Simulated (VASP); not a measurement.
Input:

```xyz
1
Lattice="0.0000 2.0844 2.0844 2.0844 0.0000 2.0844 2.0844 2.0844 0.0000" Properties=species:S:1:pos:R:3 pbc="T T T"
Ag     0.0000     0.0000     0.0000
```

Level of theory: optB88-vdW, VASP's PBE PAW potentials (set 64) (plane waves; VASP). Settings: 520 eV cut-off, 15×15×15 Γ-centred mesh, first-order Methfessel-Paxton smearing of 0.10 eV, potentials Ag.

**Question.** Give the stress tensor in GPa (positive for a compressed cell).

**Answer.** 
```
-2.58   0.00   0.00
 0.00  -2.58   0.00
 0.00   0.00  -2.58
```
The pressure is its mean diagonal, -2.58 GPa.

The compound is Ag in the fcc structure. This cell is one point of a volume scan, at 1.03 of the reference volume.
